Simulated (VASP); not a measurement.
Calculation: PBEsol GGA, VASP's PBE PAW potentials (set 64) (plane waves; VASP 6.6.1).

VASP input:

INCAR:
```
SYSTEM = Al(100) slab
PREC = Normal
ENCUT = 400
EDIFF = 1E-6
NELM = 100
ALGO = Normal
LREAL = .FALSE.
LASPH = .TRUE.
ISMEAR = 1
SIGMA = 0.1
GGA = PS
LWAVE = .FALSE.
LCHARG = .FALSE.
NELMIN = 4
LDIPOL = .TRUE.
IDIPOL = 3
DIPOL = 0.5 0.5 0.5
LVHAR = .TRUE.
LORBIT = 11
```

File KPOINTS:
```
kpoints
0
G
10 10 1
```

POSCAR:
```
Al(100) slab
1
    2.8368564379     0.0000000000     0.0000000000
    0.0000000000     2.8368564379     0.0000000000
    0.0000000000     0.0000000000    26.8947330105
Al
6
Direct
  0.5000000000   0.0000000000   0.3096464188
  0.0000000000   0.5000000000   0.3851724261
  0.5000000000   0.0000000000   0.4617438984
  0.0000000000   0.5000000000   0.5382561016
  0.5000000000   0.0000000000   0.6148275739
  0.0000000000   0.5000000000   0.6903535812
```

POTCAR, in this order: Al (PBE.64 set). Program: vasp_std. Read from the step before: WAVECAR.

Output of the run:

### OSZICAR
```
       N       E                     dE             d eps       ncg     rms          rms(c)
DAV:   1    -0.234855307328E+02   -0.23486E+02   -0.44487E-04   608   0.113E-01    0.227E-02
DAV:   2    -0.234855453908E+02   -0.14658E-04   -0.16505E-03   678   0.226E-01    0.263E-02
DAV:   3    -0.234854267806E+02    0.11861E-03   -0.44107E-04   698   0.125E-01    0.147E-03
DAV:   4    -0.234854279334E+02   -0.11527E-05   -0.13131E-05   660   0.213E-02    0.196E-03
DAV:   5    -0.234854280104E+02   -0.77047E-07   -0.63344E-07   460   0.569E-03
   1 F= -.23485428E+02 E0= -.23484488E+02  d E =-.281892E-02
```

OUTCAR:
```
------------------------ aborting loop because EDIFF is reached ----------------------------------------
  FORCE on cell =-STRESS in cart. coord.  units (eV):
  Direction    XX          YY          ZZ          XY          YZ          ZX
  --------------------------------------------------------------------------------------
  Total       -2.2760799     -2.2760799      0.0356194      0.0000000      0.0000000     -0.0000000
  in kB      -16.8483017    -16.8483017      0.2636665      0.0000000      0.0000000     -0.0000000
  external PRESSURE =     -11.1443123 kB  Pullay stress =       0.0000000 kB
  volume of cell :      216.44
      direct lattice vectors                 reciprocal lattice vectors
     2.836856438  0.000000000  0.000000000     0.352502857  0.000000000  0.000000000
     0.000000000  2.836856438  0.000000000     0.000000000  0.352502857  0.000000000
     0.000000000  0.000000000 26.894733011     0.000000000  0.000000000  0.037182001
 POSITION                                       TOTAL-FORCE (eV/Angst)
 -----------------------------------------------------------------------------------
      1.41843      0.00000      8.32786        -0.000000     -0.000000     -0.001840
      0.00000      1.41843     10.35911         0.000000      0.000000     -0.011303
      1.41843      0.00000     12.41848        -0.000000      0.000000      0.014052
      0.00000      1.41843     14.47625        -0.000000      0.000000     -0.014052
      1.41843      0.00000     16.53562        -0.000000      0.000000      0.011303
      0.00000      1.41843     18.56688         0.000000      0.000000      0.001840
 -----------------------------------------------------------------------------------
    total drift:                                0.000000      0.000000     -0.000000
  FREE ENERGIE OF THE ION-ELECTRON SYSTEM (eV)
  ---------------------------------------------------
  free  energy   TOTEN  =       -23.4854280104 eV

  energy  without entropy=      -23.4826090923  energy(sigma->0) =      -23.48448837

 total charge

# of ion       s       p       d       tot
------------------------------------------
    1        0.470   0.298   0.000   0.768
    2        0.428   0.344   0.000   0.771
    3        0.431   0.338   0.000   0.769
    4        0.431   0.338   0.000   0.769
    5        0.428   0.344   0.000   0.771
    6        0.470   0.298   0.000   0.768
--------------------------------------------------
tot          2.659   1.959   0.000   4.618
```
(Selected blocks of OUTCAR.)

The cell is a thin slab with vacuum, built from Al (fcc): (100) face.
